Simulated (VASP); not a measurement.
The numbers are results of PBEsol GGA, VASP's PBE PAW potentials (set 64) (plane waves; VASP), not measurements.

VASP input:

KPOINTS:
```
kpoints
0
G
11 11 11
```

### POSCAR
```
NiAl
1
    2.8628019755     0.0000000000     0.0000000000
    0.0000000000     2.8628019755     0.0000000000
    0.0000000000     0.0000000000     2.8628019755
Al Ni
1 1
Direct
  0.5000000000   0.5000000000   0.5000000000
  0.0000000000   0.0000000000   0.0000000000
```

INCAR:
```
# general
SYSTEM   =  NiAl
PREC     =  Accurate
ENCUT    =  530
LREAL    =  F   # projection in real space or not
LASPH    =  T   # aspherical one-centre terms

# electronic loop
EDIFF    =  1E-7   # SCF stop (eV)
NELM     =  100   # most electronic steps
ALGO     =  Normal
LMAXMIX  =  4

# smearing
ISMEAR   =  1
SIGMA    =  0.1

# functional
GGA      =  PS

# ions
IBRION   =  6   # finite differences
NSW      =  1   # most ionic steps
ISIF     =  3   # ions, shape and volume
POTIM    =  0.015   # step
NFREE    =  2

# output
LWAVE    =  F
LCHARG   =  F
```

POTCAR, in this order: Al Ni (PBE.64 set). Program: vasp_std.

Output

File OUTCAR:
```
 ion  position               nearest neighbor table
   1  0.500  0.500  0.500-   2 2.48   2 2.48   2 2.48   2 2.48   2 2.48   2 2.48   2 2.48   2 2.48
  LATTYP: Found a simple cubic cell.
 ALAT       =     2.8628019755
 Subroutine PRICEL returns:
 Original cell was already a primitive cell.
 Subroutine GETGRP returns: Found 48 space group operations
The static configuration has the point symmetry O_h .
The dynamic configuration has the point symmetry O_h .
 Subroutine INISYM returns: Found 48 space group operations
 Subroutine IBZKPT returns following result:
 Found     56 irreducible k-points:

 Following reciprocal coordinates:
            Coordinates               Weight
  0.000000  0.000000  0.000000      1.000000
  0.090909  0.000000  0.000000      6.000000
  0.181818  0.000000  0.000000      6.000000
  0.272727  0.000000  0.000000      6.000000
  0.363636  0.000000  0.000000      6.000000
  0.454545  0.000000  0.000000      6.000000
  0.090909  0.090909  0.000000     12.000000
  0.181818  0.090909  0.000000     24.000000
  0.272727  0.090909  0.000000     24.000000
  0.363636  0.090909  0.000000     24.000000
...
```

**OSZICAR**
```
...
       N       E                     dE             d eps       ncg     rms          rms(c)
DAV:   1    -0.116082817682E+02   -0.29111E-01   -0.54201E-01  8638   0.742E+00    0.115E+00
DAV:   2    -0.115880525993E+02    0.20229E-01   -0.12743E-02 10536   0.230E+00    0.637E-01
DAV:   3    -0.115794079138E+02    0.86447E-02   -0.14566E-02 10828   0.215E+00    0.141E-01
DAV:   4    -0.115791901550E+02    0.21776E-03   -0.22225E-03  8288   0.784E-01    0.377E-02
DAV:   5    -0.115791722428E+02    0.17912E-04   -0.60228E-05 10590   0.166E-01    0.213E-02
DAV:   6    -0.115791711054E+02    0.11375E-05   -0.16504E-05 10590   0.909E-02    0.399E-03
DAV:   7    -0.115791709064E+02    0.19898E-06   -0.68233E-07  9648   0.172E-02    0.136E-03
DAV:   8    -0.115791708686E+02    0.37763E-07   -0.58793E-08  3742   0.550E-03
   9 F= -.11579171E+02 E0= -.11579000E+02  d E =-.512972E-03
       N       E                     dE             d eps       ncg     rms          rms(c)
DAV:   1    -0.115923699184E+02   -0.13199E-01   -0.49802E-01  8760   0.716E+00    0.758E-01
DAV:   2    -0.115834379007E+02    0.89320E-02   -0.63290E-03 10510   0.151E+00    0.439E-01
DAV:   3    -0.115792547276E+02    0.41832E-02   -0.72562E-03 10546   0.156E+00    0.111E-01
DAV:   4    -0.115791397991E+02    0.11493E-03   -0.13308E-03  8318   0.603E-01    0.417E-02
DAV:   5    -0.115791556255E+02   -0.15826E-04   -0.11405E-04 10894   0.266E-01    0.970E-03
DAV:   6    -0.115791713450E+02   -0.15720E-04   -0.65411E-06 10808   0.459E-02    0.288E-03
DAV:   7    -0.115791710417E+02    0.30332E-06   -0.44813E-07  6782   0.162E-02    0.579E-04
DAV:   8    -0.115791708895E+02    0.15226E-06   -0.40196E-08  3754   0.308E-03    0.187E-04
DAV:   9    -0.115791708699E+02    0.19510E-07   -0.78449E-09  3718   0.164E-03
  10 F= -.11579171E+02 E0= -.11579000E+02  d E =-.512956E-03
       N       E                     dE             d eps       ncg     rms          rms(c)
DAV:   1    -0.116083319114E+02   -0.29161E-01   -0.55984E-01  8608   0.762E+00    0.115E+00
DAV:   2    -0.115880368648E+02    0.20295E-01   -0.12664E-02 10776   0.228E+00    0.636E-01
DAV:   3    -0.115794658309E+02    0.85710E-02   -0.14984E-02 10770   0.218E+00    0.155E-01
DAV:   4    -0.115791895057E+02    0.27633E-03   -0.25618E-03  8290   0.844E-01    0.374E-02
DAV:   5    -0.115791719836E+02    0.17522E-04   -0.62132E-05 10620   0.167E-01    0.210E-02
DAV:   6    -0.115791710687E+02    0.91492E-06   -0.15401E-05 10546   0.862E-02    0.420E-03
DAV:   7    -0.115791709116E+02    0.15704E-06   -0.61878E-07  9438   0.156E-02    0.135E-03
DAV:   8    -0.115791708681E+02    0.43532E-07   -0.66701E-08  3748   0.617E-03
  11 F= -.11579171E+02 E0= -.11579000E+02  d E =-.512973E-03
       N       E                     dE             d eps       ncg     rms          rms(c)
DAV:   1    -0.115767606848E+02    0.24102E-02   -0.50432E-01  8682   0.716E+00    0.752E-01
DAV:   2    -0.115738510641E+02    0.29096E-02   -0.70667E-03 10730   0.160E+00    0.442E-01
DAV:   3    -0.115778995160E+02   -0.40485E-02   -0.12902E-02  8716   0.209E+00    0.255E-01
DAV:   4    -0.115782612473E+02   -0.36173E-03   -0.59696E-03  8298   0.132E+00    0.387E-02
DAV:   5    -0.115789435239E+02   -0.68228E-03   -0.13413E-04 10760   0.239E-01    0.102E-02
DAV:   6    -0.115791681609E+02   -0.22464E-03   -0.60094E-06 10792   0.437E-02    0.404E-03
DAV:   7    -0.115791710760E+02   -0.29151E-05   -0.51425E-07  7072   0.173E-02    0.625E-04
DAV:   8    -0.115791706468E+02    0.42917E-06   -0.32910E-08  3764   0.313E-03    0.158E-04
DAV:   9    -0.115791708577E+02   -0.21091E-06   -0.73029E-09  3726   0.132E-03    0.430E-05
DAV:  10    -0.115791709027E+02   -0.45037E-07   -0.16599E-09  3708   0.673E-04
  12 F= -.11579171E+02 E0= -.11579000E+02  d E =-.512971E-03
       N       E                     dE             d eps       ncg     rms          rms(c)
DAV:   1    -0.116082850024E+02   -0.29114E-01   -0.55617E-01  8690   0.762E+00    0.115E+00
DAV:   2    -0.115880480089E+02    0.20237E-01   -0.12847E-02 10668   0.230E+00    0.637E-01
DAV:   3    -0.115794164801E+02    0.86315E-02   -0.14586E-02 10810   0.215E+00    0.143E-01
DAV:   4    -0.115791899451E+02    0.22653E-03   -0.22730E-03  8232   0.792E-01    0.375E-02
DAV:   5    -0.115791721789E+02    0.17766E-04   -0.59923E-05 10642   0.165E-01    0.213E-02
DAV:   6    -0.115791710857E+02    0.10933E-05   -0.16156E-05 10550   0.894E-02    0.403E-03
DAV:   7    -0.115791709078E+02    0.17789E-06   -0.64390E-07  9566   0.160E-02    0.136E-03
DAV:   8    -0.115791708679E+02    0.39922E-07   -0.61055E-08  3736   0.591E-03
  13 F= -.11579171E+02 E0= -.11579000E+02  d E =-.512972E-03
       N       E                     dE             d eps       ncg     rms          rms(c)
DAV:   1    -0.115718664318E+02    0.73045E-02   -0.26486E-01  2880   0.559E+00    0.491E-01
DAV:   2    -0.115735677795E+02   -0.17013E-02   -0.42254E-03  3480   0.114E+00    0.307E-01
DAV:   3    -0.115786656258E+02   -0.50978E-02   -0.82479E-03  2890   0.165E+00    0.224E-01
DAV:   4    -0.115803207696E+02   -0.16551E-02   -0.44655E-03  2860   0.115E+00    0.126E-02
DAV:   5    -0.115804010915E+02   -0.80322E-04   -0.61967E-05  2678   0.850E-02    0.563E-03
DAV:   6    -0.115804290436E+02   -0.27952E-04   -0.21174E-06  3112   0.164E-02    0.269E-03
DAV:   7    -0.115804302263E+02   -0.11827E-05   -0.74501E-08  1502   0.346E-03    0.886E-04
DAV:   8    -0.115804294557E+02    0.77062E-06   -0.17731E-08  1282   0.219E-03    0.109E-04
DAV:   9    -0.115804295272E+02   -0.71449E-07   -0.44233E-09  1280   0.116E-03
  14 F= -.11580430E+02 E0= -.11580207E+02  d E =-.666624E-03
       N       E                     dE             d eps       ncg     rms          rms(c)
DAV:   1    -0.115806412357E+02   -0.21178E-03   -0.69798E-02  2520   0.211E+00    0.929E-02
DAV:   2    -0.115804909405E+02    0.15030E-03   -0.14787E-03  3076   0.425E-01    0.479E-02
DAV:   3    -0.115804283484E+02    0.62592E-04   -0.22009E-04  2688   0.107E-01    0.128E-02
DAV:   4    -0.115804298221E+02   -0.14736E-05   -0.14435E-05  2868   0.511E-02    0.846E-03
DAV:   5    -0.115804295361E+02    0.28602E-06   -0.44615E-06  2860   0.366E-02    0.483E-03
DAV:   6    -0.115804295246E+02    0.11494E-07   -0.44333E-07  1750   0.113E-02
  15 F= -.11580430E+02 E0= -.11580207E+02  d E =-.666570E-03
       N       E                     dE             d eps       ncg     rms          rms(c)
DAV:   1    -0.115802324599E+02    0.19708E-03   -0.98920E-01  2598   0.877E+00    0.891E-02
DAV:   2    -0.115806044974E+02   -0.37204E-03   -0.58527E-03  2754   0.122E+00    0.863E-02
DAV:   3    -0.115805094888E+02    0.95009E-04   -0.58273E-04  2992   0.401E-01    0.499E-02
DAV:   4    -0.115804396583E+02    0.69830E-04   -0.22428E-04  2598   0.142E-01    0.296E-02
DAV:   5    -0.115804248765E+02    0.14782E-04   -0.75197E-05  2810   0.141E-01    0.363E-03
DAV:   6    -0.115804247082E+02    0.16832E-06   -0.16322E-06  2710   0.114E-02    0.636E-04
DAV:   7    -0.115804247065E+02    0.16848E-08   -0.40964E-08  1406   0.247E-03
  16 F= -.11580425E+02 E0= -.11580202E+02  d E =-.666638E-03
       N       E                     dE             d eps       ncg     rms          rms(c)
DAV:   1    -0.115802568722E+02    0.16784E-03   -0.28092E+00  2624   0.146E+01    0.193E-01
DAV:   2    -0.115811041845E+02   -0.84731E-03   -0.16981E-02  2760   0.199E+00    0.173E-01
DAV:   3    -0.115807415311E+02    0.36265E-03   -0.25290E-03  2866   0.834E-01    0.104E-01
DAV:   4    -0.115804535672E+02    0.28796E-03   -0.40468E-04  2742   0.187E-01    0.458E-02
DAV:   5    -0.115804245090E+02    0.29058E-04   -0.17622E-04  2862   0.222E-01    0.486E-03
DAV:   6    -0.115804247199E+02   -0.21091E-06   -0.25625E-06  2722   0.170E-02    0.121E-03
DAV:   7    -0.115804247056E+02    0.14231E-07   -0.46455E-08  1394   0.292E-03
  17 F= -.11580425E+02 E0= -.11580203E+02  d E =-.666609E-03
```

OUTCAR:
```
------------------------ aborting loop because EDIFF is reached ----------------------------------------
  FORCE on cell =-STRESS in cart. coord.  units (eV):
  Direction    XX          YY          ZZ          XY          YZ          ZX
  --------------------------------------------------------------------------------------
  Total        0.0441390      0.0461051      0.0461051      0.0000000     -0.0000000      0.0000000
  in kB        3.0141113      3.1483701      3.1483701      0.0000000     -0.0000000      0.0000000
  external PRESSURE =       3.1036172 kB  Pullay stress =       0.0000000 kB
  volume of cell :       23.46
      direct lattice vectors                 reciprocal lattice vectors
     2.862801976  0.000000000  0.000000000     0.349308128  0.000000000  0.000000000
     0.000000000  2.862801976  0.000000000     0.000000000  0.349308128  0.000000000
     0.000000000  0.000000000  2.862801976     0.000000000  0.000000000  0.349308128
 POSITION                                       TOTAL-FORCE (eV/Angst)
 -----------------------------------------------------------------------------------
      1.43140      1.43140      1.43140        -0.094070      0.000000     -0.000000
     -0.01500      0.00000      0.00000         0.094070     -0.000000      0.000000
 -----------------------------------------------------------------------------------
    total drift:                                0.000352      0.000000     -0.000007
  FREE ENERGIE OF THE ION-ELECTRON SYSTEM (eV)
  ---------------------------------------------------
  free  energy   TOTEN  =       -11.5804247056 eV

  energy  without entropy=      -11.5797580965  energy(sigma->0) =      -11.58020250

   1 f  =    9.104687 THz    57.206439 2PiTHz  303.699684 cm-1    37.653945 meV
             X         Y         Z           dx          dy          dz
      1.431401  1.431401  1.431401     0.000000    0.827535   -0.000000
      0.000000  0.000000  0.000000     0.000000   -0.561414    0.000000

   2 f  =    9.104687 THz    57.206439 2PiTHz  303.699684 cm-1    37.653945 meV
             X         Y         Z           dx          dy          dz
      1.431401  1.431401  1.431401     0.827535   -0.000000    0.000000
      0.000000  0.000000  0.000000    -0.561414    0.000000    0.000000

   3 f  =    9.104687 THz    57.206439 2PiTHz  303.699684 cm-1    37.653945 meV
             X         Y         Z           dx          dy          dz
      1.431401  1.431401  1.431401     0.000000    0.000000    0.827535
      0.000000  0.000000  0.000000     0.000000    0.000000   -0.561414

   4 f/i=    0.002436 THz     0.015308 2PiTHz    0.081269 cm-1     0.010076 meV
             X         Y         Z           dx          dy          dz
      1.431401  1.431401  1.431401     0.321037    0.446106    0.114503
      0.000000  0.000000  0.000000     0.473214    0.657568    0.168780

   5 f/i=    0.002436 THz     0.015308 2PiTHz    0.081269 cm-1     0.010076 meV
             X         Y         Z           dx          dy          dz
      1.431401  1.431401  1.431401    -0.134734   -0.042502    0.543347
      0.000000  0.000000  0.000000    -0.198601   -0.062649    0.800904

   6 f/i=    0.002436 THz     0.015308 2PiTHz    0.081269 cm-1     0.010076 meV
             X         Y         Z           dx          dy          dz
      1.431401  1.431401  1.431401    -0.440418    0.338185   -0.082757
      0.000000  0.000000  0.000000    -0.649184    0.498491   -0.121986

 ELASTIC MODULI CONTR FROM IONIC RELAXATION (kBar)
 Direction    XX          YY          ZZ          XY          YZ          ZX
 --------------------------------------------------------------------------------
 XX           0.0000      0.0000      0.0000      0.0000      0.0000      0.0000
 YY           0.0000      0.0000      0.0000      0.0000      0.0000      0.0000
 ZZ           0.0000      0.0000      0.0000      0.0000      0.0000      0.0000
 XY           0.0000      0.0000      0.0000      0.0000      0.0000      0.0000
 YZ           0.0000      0.0000      0.0000      0.0000      0.0000      0.0000
 ZX           0.0000      0.0000      0.0000      0.0000      0.0000      0.0000
 --------------------------------------------------------------------------------

 TOTAL ELASTIC MODULI (kBar)
 Direction    XX          YY          ZZ          XY          YZ          ZX
 --------------------------------------------------------------------------------
 XX        2128.7666   1524.9673   1524.9673      0.0000     -0.0000      0.0000
 YY        1524.9673   2128.7666   1524.9673      0.0000     -0.0000      0.0000
 ZZ        1524.9673   1524.9673   2128.7666      0.0000      0.0000     -0.0000
 XY           0.0000      0.0000      0.0000   1194.8501      0.0000      0.0000
 YZ          -0.0000     -0.0000      0.0000      0.0000   1194.8501      0.0000
 ZX           0.0000      0.0000     -0.0000      0.0000      0.0000   1194.8501
 --------------------------------------------------------------------------------
```
(Selected blocks of OUTCAR.)

Finite-difference elastic constants of metals are sensitive to mesh and smearing; shear constants can be off by tens of GPa.

The compound is NiAl in the CsCl type structure. It was relaxed first. The run is not spin-polarised, so no magnetic state was tried. The electron count is odd and the run is not spin-polarised, which forces a metal.
